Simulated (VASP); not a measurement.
The system is AsH3, in a box.

```
As H
1.0
    12.55720    0.00000    0.00000
     0.00000   13.05720    0.00000
     0.00000    0.00000   13.55720
As H
1 3
Direct
  0.52424 0.50721 0.45725
  0.52369 0.41121 0.52298
  0.54827 0.57546 0.54698
  0.40382 0.52144 0.47276
```

Base run:

| Item | Value |
| --- | --- |
| Program | VASP 6.6.1 |
| Functional | RPBE |
| Dispersion | D3(BJ) |
| Potentials or basis | VASP PAW PBE potentials, release 64 (As, H) |
| Cutoff | 400 eV |
| k mesh | 1 × 1 × 1 |
| Occupations | gaussian, width 0.01 eV |
| Spin | no spin polarisation |

Its results: gap between the frontier levels 5.88 eV; largest force 0.064 eV/Å.

The run is repeated on the same cell with these changes: functional from RPBE to PBE; dispersion from D3(BJ) to none. What comes out?

Gap between the frontier levels 5.96 eV; largest force 0.015 eV/Å.

Several settings changed at once, so the effect can't be laid on one alone.

Caveats: the PAW data sets were made with another functional, which shifts forces and pressure a little (some runs).

